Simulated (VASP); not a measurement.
## Si3N4: optical spectrum with PBE

**The experiment to reproduce.**

From “Photoluminescence and electronic transitions in cubic silicon nitride”, 2016, pmc:4698759, for a powder of Si3N4: band gap 4.3 ± 0.25 eV (optical).

The system is Si3N4.

```
CELL_PARAMETERS angstrom
0.00000 3.87223 3.87223
3.87223 0.00000 3.87223
3.87223 3.87223 0.00000
ATOMIC_POSITIONS crystal
Si 0.12500 0.12500 0.62500
Si 0.12500 0.62500 0.12500
Si 0.62500 0.12500 0.12500
Si 0.12500 0.12500 0.12500
Si 0.75000 0.75000 0.75000
Si 0.50000 0.50000 0.50000
N 0.36756 0.36756 0.36756
N 0.35268 0.88244 0.88244
N 0.88244 0.88244 0.35268
N 0.88244 0.35268 0.88244
N 0.36756 0.36756 0.89732
N 0.36756 0.89732 0.36756
N 0.88244 0.88244 0.88244
N 0.89732 0.36756 0.36756
```

The cell is a database's computed one.

| Quantity | Value |
| --- | --- |
| Program | VASP 6.6.1 |
| Task | optical spectrum |
| Functional | PBE |
| Potentials or basis | VASP PAW PBE potentials, release 64 (Si, N) |
| Cutoff | 520 eV |
| k mesh | 6 × 6 × 6 |
| Occupations | gaussian, width 0.03 eV |
| Spin | no spin polarisation |
| Further INCAR settings | ALGO = Fast; EDIFF = 1e-06; NBANDS = 56 |

```json
{
  "Pressure": "5.1 GPa",
  "Largest force": "0.059 eV/Å",
  "Band gap on the k mesh": "3.40 eV, indirect (least direct gap 3.44 eV)"
}
```

Forces in eV/Å, atoms in the order of the input:
```
Si   0.000  0.000  0.000
Si   0.000  0.000  0.000
Si   0.000  0.000  0.000
Si   0.000  0.000  0.000
Si   0.000  0.000  0.000
Si   0.000  0.000  0.000
N    0.034  0.034  0.034
N   -0.034  0.034  0.034
N    0.034  0.034 -0.034
N    0.034 -0.034  0.034
N   -0.034 -0.034  0.034
N   -0.034  0.034 -0.034
N   -0.034 -0.034 -0.034
N    0.034 -0.034 -0.034
```

Levels at points of the mesh, in eV from the valence-band top:
```csv
k point,band 28,band 29,band 30,band 31,band 32,band 33,band 34,band 35,band 36,band 37
"(0.00, 0.00, 0.00)",-0.17,-0.17,-0.04,-0.04,-0.04,3.40,3.40,3.40,4.99,6.17
"(0.50, 0.00, 0.00)",-0.83,-0.48,-0.48,-0.35,-0.35,4.99,5.81,5.81,6.38,6.87
"(0.50, 0.50, 0.00)",-1.69,-1.12,-1.12,-0.45,-0.45,6.71,6.71,7.02,7.02,7.88
```

Dielectric function (mean over the directions given):
```tsv
energy (eV)	real part	imaginary part
0.32	5.02	0.00
0.97	5.06	0.00
1.62	5.15	0.01
2.35	5.30	0.01
3.00	5.51	0.02
3.65	5.81	0.03
4.38	6.21	0.10
5.02	7.04	0.52
5.67	7.78	0.65
6.40	8.64	2.33
7.05	9.45	6.73
7.70	9.97	7.41
8.43	9.60	7.18
9.08	7.10	9.32
9.73	4.90	9.27
10.45	-0.06	10.39
11.10	0.35	8.94
11.75	-1.09	7.38
12.48	-0.98	6.45
13.13	-2.00	5.88
13.78	-2.68	4.73
14.51	-3.54	3.09
15.16	-3.37	2.50
15.80	-2.85	1.50
16.53	-1.87	0.95
17.18	-2.05	1.08
17.83	-1.56	0.51
18.56	-1.42	0.54
19.21	-1.10	0.22
19.94	-0.92	0.26
```

Run time: 26 s on 4 MPI ranks on Intel(R) Xeon(R) 6975P-C (Granite Rapids), on a shared host, peak memory 0.37 GiB a rank.

Against the measured gap of Si3N4, 4.3 eV (optical; powder; quoted in “Photoluminescence and electronic transitions in cubic silicon nitride”, 2016, pmc:4698759), the calculated 3.40 eV is off by -0.90 eV. 2 values of this kind are on record (4.3 to 4.8 eV); this one was drawn at random, those with a stated uncertainty first. The value is that of PBE on a finite k mesh, which can miss the band edges, without temperature or zero-point motion. Semilocal functionals fall short of measured gaps as a rule. The cell is a database's relaxed one, not the measured one, which moves gaps too.

Caveat: spectra need much finer meshes, so this one isn't converged; independent-particle spectra lack excitons.
